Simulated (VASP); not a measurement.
# CdF2: the band gap up a ladder of functionals, part 7 of 7

Wanted: bands and gap of CdF2 from one functional after another. The start is a cell from a database of measured crystal structures.

VASP 6.6.1, plane waves and PAW; the level of theory is named at each step.

So far, least gap on mesh and path (eV): step 2 (bands, level LDA, k 5×5×5) 2.80; step 12 (bands, level PBE0, k 5×5×5) 5.91; step 13 (bands, level r2SCAN-EpsX, k 5×5×5) 7.52; step 14 (bands, level r2SCAN0, k 5×5×5) 6.37; step 15 (bands, level PBE + SOC) 3.06.

### Step 17. Bands with HSE06 + SOC

This step: HSE06, spin-orbit coupling; plane waves and PAW (Cd, F) (VASP 6.6.1).

Input file INCAR:

```
SYSTEM = CdF2
PREC = Accurate
ENCUT = 520
EDIFF = 1E-06
NELM = 100
ISMEAR = 0
SIGMA = 0.02
LREAL = .FALSE.
ALGO = Normal
LHFCALC = .TRUE.
AEXX = 0.25
GGA = PE
HFSCREEN = 0.2
LASPH = .TRUE.
LNONCOLLINEAR = .TRUE.
MAGMOM = 0 0 0 0 0 0 0 0 0
NBANDS = 38
GGA_COMPAT = .FALSE.
LSORBIT = .TRUE.
PRECFOCK = Fast
LORBIT = 11
LWAVE = .FALSE.
LCHARG = .FALSE.
KPAR = 4
```

Input file POSCAR:

```
CdF2
1.0
    0.0000000000      2.6940000000      2.6940000000
    2.6940000000      0.0000000000      2.6940000000
    2.6940000000      2.6940000000      0.0000000000
Cd F
1 2
Direct
    0.0000000000      0.0000000000      0.0000000000
    0.2500000000      0.2500000000      0.2500000000
    0.7500000000      0.7500000000      0.7500000000
```

Input file KPOINTS:

```
Automatic mesh
0
Gamma
5 5 5
0 0 0
```

Input file KPOINTS_OPT:

```
Line mode
6
Line-mode
Reciprocal
  0.00000000   0.00000000   0.00000000 GAMMA
  0.50000000   0.00000000   0.50000000 X

  0.50000000   0.00000000   0.50000000 X
  0.50000000   0.25000000   0.75000000 W

  0.50000000   0.25000000   0.75000000 W
  0.37500000   0.37500000   0.75000000 K

  0.37500000   0.37500000   0.75000000 K
  0.00000000   0.00000000   0.00000000 GAMMA

  0.00000000   0.00000000   0.00000000 GAMMA
  0.50000000   0.50000000   0.50000000 L

  0.50000000   0.50000000   0.50000000 L
  0.62500000   0.25000000   0.62500000 U

  0.62500000   0.25000000   0.62500000 U
  0.50000000   0.25000000   0.75000000 W

  0.50000000   0.25000000   0.75000000 W
  0.50000000   0.50000000   0.50000000 L

  0.50000000   0.50000000   0.50000000 L
  0.37500000   0.37500000   0.75000000 K

  0.62500000   0.25000000   0.62500000 U
  0.50000000   0.00000000   0.50000000 X
```

PAW data sets: Cd and F (PBE family, release 64).

The WAVECAR or CHGCAR of an earlier step is read.

Command:

```console
$ mpirun -np 4 vasp_ncl
```

Numbers of over 12 decimals in the logs are rounded to 6 here.

The log of the run:

```text
[... set-up lines as in an earlier step ...]
 entering main loop
       N       E                     dE             d eps       ncg     rms          rms(c)
DAV:   1    -0.144160371183E+02   -0.14416E+02   -0.38368E-01   760   0.660E+00    0.103E+00
DAV:   2    -0.144139715184E+02    0.20656E-02   -0.36497E-02   766   0.175E+00    0.772E-01
DAV:   3    -0.144112939730E+02    0.26775E-02   -0.93816E-03   814   0.979E-01    0.478E-01
DAV:   4    -0.144110101050E+02    0.28387E-03   -0.55501E-04   790   0.317E-01    0.288E-01
DAV:   5    -0.144108258001E+02    0.18430E-03   -0.16757E-04   796   0.173E-01    0.172E-01
DAV:   6    -0.144107785619E+02    0.47238E-04   -0.34272E-05   772   0.660E-02    0.102E-01
DAV:   7    -0.144107624756E+02    0.16086E-04   -0.65706E-06   772   0.377E-02    0.616E-02
DAV:   8    -0.144107582779E+02    0.41977E-05   -0.40405E-06   784   0.246E-02    0.385E-02
DAV:   9    -0.144107573491E+02    0.92886E-06   -0.90875E-07   546   0.122E-02
   1 F= -.14410757E+02 E0= -.14410757E+02  d E =-.231278E-14  mag=     0.0000    -0.0000     0.0000
 Start KPOINTS_OPT (optional k-point list driver)
k-point batch [1-10\60]
       N       E                     dE             ncg
DAV:   1     0.507659971922E+03   -0.57577E+04      760
DAV:   2    -0.213377274986E+04   -0.26414E+04      820
DAV:   3    -0.230848165660E+04   -0.17471E+03      838
DAV:   4    -0.231108198643E+04   -0.26003E+01      850
DAV:   5    -0.231109458493E+04   -0.12598E-01      844
DAV:   6    -0.231109463601E+04   -0.51081E-04      826
DAV:   7    -0.231109463623E+04   -0.22223E-06      554
[...]
k-point batch [51-60\60]
       N       E                     dE             ncg
DAV:   1     0.501717878524E+03   -0.87010E+04      768
DAV:   2    -0.215105825236E+04   -0.26528E+04      826
DAV:   3    -0.232463972315E+04   -0.17358E+03      838
DAV:   4    -0.232723200373E+04   -0.25923E+01      850
DAV:   5    -0.232724405207E+04   -0.12048E-01      844
DAV:   6    -0.232724410272E+04   -0.50652E-04      844
DAV:   7    -0.232724410294E+04   -0.21670E-06      552
```

Wall time 80 min (4 MPI ranks of AMD EPYC 7R43, shared host); peak memory 1.5 GiB; 5.1 h of CPU time.

OUTCAR, selected parts (step 17):

```text
 POSITION                                       TOTAL-FORCE (eV/Angst)
 -----------------------------------------------------------------------------------
      0.00000      0.00000      0.00000         0.000000      0.000000      0.000000
      1.34700      1.34700      1.34700        -0.000000     -0.000000     -0.000000
      4.04100      4.04100      4.04100         0.000000      0.000000     -0.000000
 -----------------------------------------------------------------------------------
    total drift:                               -0.000064     -0.000015      0.000004

  FREE ENERGIE OF THE ION-ELECTRON SYSTEM (eV)
  ---------------------------------------------------
  free  energy   TOTEN  =       -14.4107573491 eV

  energy  without entropy=      -14.4107573491  energy(sigma->0) =      -14.41075735

 magnetization (x)
# of ion       s       p       d       tot
------------------------------------------
    1       -0.000   0.000   0.000   0.000
    2        0.000  -0.000   0.000  -0.000
    3        0.000  -0.000   0.000  -0.000
--------------------------------------------------
tot          0.000  -0.000   0.000  -0.000

 magnetization (y)
# of ion       s       p       d       tot
------------------------------------------
    1       -0.000   0.000   0.000  -0.000
    2        0.000  -0.000   0.000  -0.000
    3        0.000   0.000   0.000   0.000
--------------------------------------------------
tot          0.000  -0.000   0.000  -0.000

 magnetization (z)
# of ion       s       p       d       tot
------------------------------------------
    1        0.000  -0.000  -0.000  -0.000
    2        0.000  -0.000   0.000  -0.000
    3       -0.000  -0.000   0.000  -0.000
--------------------------------------------------
tot         -0.000  -0.000  -0.000  -0.000

[... 1 part as in an earlier step ...]

[... 2 further parts left out ...]
[key lines of the parts left out:]
E-fermi :  -2.8545
```

Electronic bands along the path, in eV, zero at the valence-band top; v1 is the highest filled band, c1 the lowest empty one:

```
          point     v4     v3     v2     v1     c1     c2     c3     c4
              Γ  -0.61  -0.61  -0.51  -0.51   5.18   5.18  14.63  14.63
0.40 of the way  -0.45  -0.45  -0.36  -0.36   6.77   6.77  13.31  13.31
              X  -0.14  -0.14  -0.05  -0.05  10.46  10.46  11.89  11.89
0.40 of the way  -0.41  -0.41  -0.05  -0.05  10.49  10.49  12.29  12.29
              W  -0.63  -0.63   0.00   0.00  10.54  10.54  13.57  13.57
0.60 of the way  -0.52  -0.52  -0.09  -0.09  10.45  10.45  13.18  13.18
              K  -0.37  -0.37  -0.21  -0.21  10.41  10.41  13.01  13.01
0.40 of the way  -0.47  -0.47  -0.40  -0.40   8.51   8.51  12.63  12.63
              Γ  -0.61  -0.61  -0.51  -0.51   5.18   5.18  14.63  14.63
0.40 of the way  -0.57  -0.57  -0.48  -0.48   6.48   6.48  13.51  13.51
              L  -0.51  -0.51  -0.39  -0.39   9.53   9.53  11.26  11.26
0.40 of the way  -0.47  -0.47  -0.37  -0.37   9.74   9.74  11.61  11.61
              U  -0.37  -0.37  -0.21  -0.21  10.41  10.41  13.01  13.01
0.40 of the way  -0.52  -0.52  -0.09  -0.09  10.45  10.45  13.18  13.18
              W  -0.63  -0.63   0.00   0.00  10.54  10.54  13.57  13.57
0.40 of the way  -0.54  -0.54  -0.18  -0.18  10.11  10.11  12.25  12.25
              L  -0.51  -0.51  -0.39  -0.39   9.53   9.53  11.26  11.26
0.40 of the way  -0.47  -0.47  -0.37  -0.37   9.74   9.74  11.61  11.61
              K  -0.37  -0.37  -0.21  -0.21  10.41  10.41  13.01  13.01
      jump to U  -0.37  -0.37  -0.21  -0.21  10.41  10.41  13.01  13.01
0.60 of the way  -0.22  -0.22  -0.10  -0.10  10.47  10.47  12.09  12.09
              X  -0.14  -0.14  -0.05  -0.05  10.46  10.46  11.89  11.89
```

The largest weight of each band there:

```
point      v4      v3      v2      v1       c1       c2       c3       c4
    Γ  F 0.67  F 0.67  F 0.63  F 0.63  Cd 0.76  Cd 0.76  Cd 0.99  Cd 0.99
    X  F 0.88  F 0.88  F 0.87  F 0.87  Cd 0.74  Cd 0.74  Cd 0.75  Cd 0.75
    W  F 1.00  F 1.00  F 0.87  F 0.87  Cd 0.70  Cd 0.70   F 0.68   F 0.68
    K  F 0.93  F 0.93  F 0.84  F 0.84  Cd 0.70  Cd 0.70  Cd 0.66  Cd 0.66
    Γ  F 0.67  F 0.67  F 0.63  F 0.63  Cd 0.76  Cd 0.76  Cd 0.99  Cd 0.99
    L  F 0.75  F 0.75  F 0.71  F 0.71  Cd 0.64  Cd 0.64   F 0.62   F 0.62
```

The gap is 5.18 eV, indirect, from W to Γ. That is the gap of HSE06 again; this run took 4.1 times the core time.

### Step 18. Bands with TB-mBJ + SOC

This step: TB-mBJ, spin-orbit coupling; plane waves and PAW (Cd, F) (VASP 6.6.1).

Input file INCAR:

```
SYSTEM = CdF2
PREC = Accurate
ENCUT = 520
EDIFF = 1E-06
NELM = 150
ISMEAR = 0
SIGMA = 0.02
LREAL = .FALSE.
ALGO = Normal
METAGGA = MBJ
LASPH = .TRUE.
LNONCOLLINEAR = .TRUE.
MAGMOM = 0 0 0 0 0 0 0 0 0
NBANDS = 38
GGA_COMPAT = .FALSE.
LSORBIT = .TRUE.
LORBIT = 11
LWAVE = .FALSE.
LCHARG = .FALSE.
KPAR = 4
```

POSCAR is that of step 17.

KPOINTS is that of step 17.

Edit KPOINTS_OPT of step 17 so:

```diff
@@ -1,3 +1,3 @@
 Line mode
-6
+16
 Line-mode
```

Command:

```console
$ mpirun -np 4 vasp_ncl
```

The log of the run:

```text
[... set-up lines as in an earlier step ...]
 entering main loop
       N       E                     dE             d eps       ncg     rms          rms(c)
DAV:   1     0.530819630137E+03    0.53082E+03   -0.14512E+04   768   0.139E+03
DAV:   2     0.302186483485E+03   -0.22863E+03   -0.21789E+03   814   0.384E+02
DAV:   3     0.288739822522E+03   -0.13447E+02   -0.13373E+02   838   0.102E+02
DAV:   4     0.288650269228E+03   -0.89553E-01   -0.89530E-01   856   0.873E+00
[...]
DAV:  59     0.293530188809E+03    0.15484E-05    0.75150E-12   380   0.557E-06    0.510E-06
DAV:  60     0.293530191154E+03    0.23451E-05    0.45723E-12   380   0.667E-06    0.121E-06
DAV:  61     0.293530192054E+03    0.90075E-06    0.21741E-12   380   0.511E-06
   1 F= 0.29353019E+03 E0= 0.29353019E+03  d E =-.398199E-14  mag=     0.0000     0.0000    -0.0000
 Start KPOINTS_OPT (optional k-point list driver)
k-point batch [1-10\160]
       N       E                     dE             ncg
DAV:   1     0.119819069242E+04   -0.34973E+03      760
DAV:   2    -0.119070659751E+04   -0.23889E+04      822
DAV:   3    -0.131395088422E+04   -0.12324E+03      862
DAV:   4    -0.131471719204E+04   -0.76631E+00      850
DAV:   5    -0.131472208316E+04   -0.48911E-02      870
DAV:   6    -0.131472213357E+04   -0.50413E-04      862
DAV:   7    -0.131472213420E+04   -0.62125E-06      666
[...]
k-point batch [151-160\160]
       N       E                     dE             ncg
DAV:   1     0.112982147237E+04   -0.87079E+04      768
DAV:   2    -0.121793098147E+04   -0.23478E+04      844
DAV:   3    -0.133770236894E+04   -0.11977E+03      862
DAV:   4    -0.133843050795E+04   -0.72814E+00      826
DAV:   5    -0.133843487244E+04   -0.43645E-02      838
DAV:   6    -0.133843491760E+04   -0.45165E-04      820
DAV:   7    -0.133843491817E+04   -0.57059E-06      662
```

Wall time 3.7 min (4 MPI ranks); peak memory 1.1 GiB; 13 min of CPU time.

OUTCAR, selected parts (step 18):

```text
  Total     -100.4335850   -100.4335850   -100.4335850      0.0000000      0.0000000      0.0000000
  in kB    -4114.9709888  -4114.9709888  -4114.9709888      0.0000000      0.0000000      0.0000000
  external PRESSURE =   -4114.9709888 kB  Pullay stress =       0.0000000 kB

 POSITION                                       TOTAL-FORCE (eV/Angst)
 -----------------------------------------------------------------------------------
      0.00000      0.00000      0.00000        -0.000000     -0.000000      0.000000
      1.34700      1.34700      1.34700         0.000000      0.000000      0.000000
      4.04100      4.04100      4.04100        -0.000000     -0.000000     -0.000000
 -----------------------------------------------------------------------------------
    total drift:                                0.000000      0.000000      0.000000

  FREE ENERGIE OF THE ION-ELECTRON SYSTEM (eV)
  ---------------------------------------------------
  free  energy   TOTEN  =       293.5301920545 eV

  energy  without entropy=      293.5301920545  energy(sigma->0) =      293.53019205

 magnetization (x)
# of ion       s       p       d       tot
------------------------------------------
    1        0.000   0.000  -0.000  -0.000
    2       -0.000  -0.000   0.000  -0.000
    3       -0.000  -0.000   0.000  -0.000
--------------------------------------------------
tot         -0.000  -0.000  -0.000  -0.000

 magnetization (y)
# of ion       s       p       d       tot
------------------------------------------
    1        0.000   0.000   0.000   0.000
    2        0.000   0.000   0.000   0.000
    3        0.000   0.000   0.000   0.000
--------------------------------------------------
tot          0.000   0.000   0.000   0.000

[... 3 parts as in an earlier step ...]

[... 1 further part left out ...]
[key lines of the parts left out:]
E-fermi :   0.4344
```

Electronic bands along the path, in eV, zero at the valence-band top; v1 is the highest filled band, c1 the lowest empty one:

```csv
point,v4,v3,v2,v1,c1,c2,c3,c4
Γ,-0.45,-0.45,-0.33,-0.33,6.62,6.62,16.18,16.18
0.47 of the way,-0.32,-0.32,-0.23,-0.23,8.32,8.32,14.70,14.70
X,-0.12,-0.12,-0.03,-0.03,11.33,11.33,13.10,13.10
0.47 of the way,-0.39,-0.39,-0.03,-0.03,11.34,11.34,13.58,13.58
W,-0.57,-0.57,0.00,0.00,11.37,11.37,14.93,14.93
0.53 of the way,-0.48,-0.48,-0.05,-0.05,11.29,11.29,14.35,14.35
K,-0.32,-0.32,-0.16,-0.16,11.25,11.25,14.13,14.13
0.47 of the way,-0.38,-0.38,-0.32,-0.32,8.99,8.99,14.39,14.39
Γ,-0.45,-0.45,-0.33,-0.33,6.62,6.62,16.18,16.18
0.47 of the way,-0.42,-0.42,-0.32,-0.32,7.98,7.98,14.81,14.81
L,-0.38,-0.38,-0.26,-0.26,10.33,10.33,12.78,12.78
0.47 of the way,-0.37,-0.37,-0.25,-0.25,10.62,10.62,13.23,13.23
U,-0.32,-0.32,-0.16,-0.16,11.25,11.25,14.13,14.13
0.47 of the way,-0.48,-0.48,-0.05,-0.05,11.29,11.29,14.35,14.35
W,-0.57,-0.57,0.00,0.00,11.37,11.37,14.93,14.93
0.47 of the way,-0.43,-0.43,-0.17,-0.17,10.82,10.82,13.55,13.55
L,-0.38,-0.38,-0.26,-0.26,10.33,10.33,12.78,12.78
0.53 of the way,-0.37,-0.37,-0.24,-0.24,10.71,10.71,13.36,13.36
K,-0.32,-0.32,-0.16,-0.16,11.25,11.25,14.13,14.13
jump to U,-0.32,-0.32,-0.16,-0.16,11.25,11.25,14.13,14.13
0.47 of the way,-0.22,-0.22,-0.09,-0.09,11.33,11.33,13.42,13.42
X,-0.12,-0.12,-0.03,-0.03,11.33,11.33,13.10,13.10
```

The largest weight of each band there:

```csv
point,v4,v3,v2,v1,c1,c2,c3,c4
Γ,F 0.65,F 0.65,F 0.61,F 0.61,Cd 0.80,Cd 0.80,Cd 0.99,Cd 0.99
X,F 0.86,F 0.86,F 0.84,F 0.84,Cd 0.76,Cd 0.76,Cd 0.76,Cd 0.76
W,F 1.00,F 1.00,F 0.85,F 0.85,Cd 0.75,Cd 0.75,Cd 0.68,Cd 0.68
K,F 0.91,F 0.91,F 0.82,F 0.82,Cd 0.75,Cd 0.75,Cd 0.70,Cd 0.70
Γ,F 0.65,F 0.65,F 0.61,F 0.61,Cd 0.80,Cd 0.80,Cd 0.99,Cd 0.99
L,F 0.74,F 0.74,F 0.69,F 0.69,Cd 0.70,Cd 0.70,F 0.51,F 0.51
```

The gap is 6.62 eV, indirect, from W to Γ. That is the gap of TB-mBJ again; this run took 3.1 times the core time.

### Step 19. The ladder as a table

This step: ladder of functionals on one cell; plane waves and PAW (VASP 6.6.1).

This step runs nothing: it gathers the runs above.

A gap of 0 means none; cost is the wall time of each run, as given at its step, times its ranks, without the set-up around it. Results by level, by row:

```
       level  gap (eV)  least direct gap (eV)  pressure (GPa)  cost (core minutes)
         LDA     2.796                  3.268           -4.75                 1.93
         PBE     3.068                  3.567             6.2                 2.07
      r2SCAN      3.75                  4.253            1.01                 9.53
      TB-mBJ     6.617                  7.034               -                 4.87
        SCAN     3.639                  4.134            0.05                 10.1
        TPSS     3.343                  3.813            3.21                 10.5
       HSE06     5.187                  5.769               -                 77.9
    PBE-EpsX     7.182                  7.795               -                 72.5
        PBE0     5.911                  6.493               -                 55.5
 r2SCAN-EpsX     7.522                  8.134               -                 62.6
     r2SCAN0     6.368                  6.949               -                 60.8
   PBE + SOC     3.064                  3.484            6.22                 6.27
 HSE06 + SOC     5.183                  5.689               -                  319
TB-mBJ + SOC     6.618                  6.948               -                 14.9
```

### Step 20. What came out

```yaml
gap_lda: 2.80 eV
gap_pbe: 3.07 eV
gap_r2scan: 3.75 eV
gap_tb_mbj: 6.62 eV
gap_scan: 3.64 eV
gap_tpss: 3.34 eV
gap_hse06: 5.19 eV
gap_pbe_epsx: 7.18 eV
gap_pbe0: 5.91 eV
gap_r2scan_epsx: 7.52 eV
gap_r2scan0: 6.37 eV
gap_pbe_soc: 3.06 eV
gap_hse06_soc: 5.18 eV
gap_tb_mbj_soc: 6.62 eV
```

In words: For CdF2, without spin-orbit coupling, the functional decides between a gap of 2.80 eV (LDA) and 7.52 eV (r2SCAN-EpsX), while across these levels the cost spans a factor of 40. HSE06 moves the gap by +2.12 eV from PBE, at about 38 times the core time, though on fewer points of the path. On r2SCAN the gap grows with the share of exact exchange: 3.75 eV at none, 6.37 eV at 0.25, 7.52 eV at 0.36. PBE0 and HSE06 hold the same share of exact exchange; keeping its long-range part moves the gap by +0.72 eV, a figure that converges slowly with the mesh. Spin-orbit coupling changes the PBE gap by -0.00 eV. TB-mBJ lands +1.43 eV from HSE06 at 6.2 % of its cost. All levels use one geometry and one mesh, kept coarse to afford the hybrids, so no gap here is fully converged. Costs come from a shared host, and the hybrids use PRECFOCK = Fast. These are single-particle gaps of a static lattice, without excitons or temperature.

[Lines on the potential files, build, host, timing and source positions are cut from VASP's logs without a mark.]

[Logs are printed without paths, hosts, clocks, repeated set-up lines and the standing remarks that a program may print on its own settings, such as how far it seeks lower states.]

[Hosts, paths, dates, database ids (printed as entryN), source tags and the programs' standing remarks are cut or masked in the printed files.]

[Measured values are set beside computed ones only where the two were judged alike; some that the calculation misses by far are left out.]
